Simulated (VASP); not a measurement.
Here is a VASP 6.6.1 calculation.

The input INCAR:

```
SYSTEM = Li7Sb
PREC = Accurate
ENCUT = 520
EDIFF = 1E-7
ISMEAR = 0
SIGMA = 0.1
LREAL = .False.
LASPH = .True.
NELM = 100
ALGO = Normal
ISIF = 2
LWAVE = .False.
LCHARG = .False.
GGA = PE
NBANDS = 23
```

The input KPOINTS:

```
regular mesh
0
Gamma
  6 6 6
  0 0 0
```

POSCAR

```
Li7Sb
1.0
    2.5153704512      1.4522498071      6.9040672738
   -2.5153704512      1.4522498071      6.9040672738
    0.0000000000     -2.9044996142      6.9040672738
Li Sb
7 1
Direct
    0.0000000000      0.0000000000      0.5000000000
    0.5000000000      0.0000000000      0.0000000000
    0.0000000000      0.5000000000      0.0000000000
    0.7090763664      0.7090763664      0.7090763664
    0.2909236336      0.2909236336      0.2909236336
    0.4213082594      0.4213082594      0.4213082594
    0.5786917406      0.5786917406      0.5786917406
    0.0000000000      0.0000000000      0.0000000000
```

Potentials or basis: VASP PAW PBE potentials, release 64 (Li_sv, Sb).

Command:

```sh
$ cat potpaw_PBE.64/Li_sv/POTCAR potpaw_PBE.64/Sb/POTCAR > POTCAR
$ mpirun -np 1 vasp_std > vasp.out
```

Task: What does it give for the band gap on the k mesh?

Result: None (metal or under the smearing width).

Task: What does it give for the largest force?

Result: 0.018 eV/Å.

Forces on the atoms (eV/Å):
```
Li   0.000  0.000  0.000
Li   0.000  0.000  0.000
Li   0.000  0.000  0.000
Li   0.000  0.000 -0.018
Li   0.000  0.000  0.018
Li   0.000  0.000 -0.005
Li   0.000  0.000  0.005
Sb   0.000  0.000  0.000
```

 The run has no spin-orbit coupling, so splittings on Sb are missing.
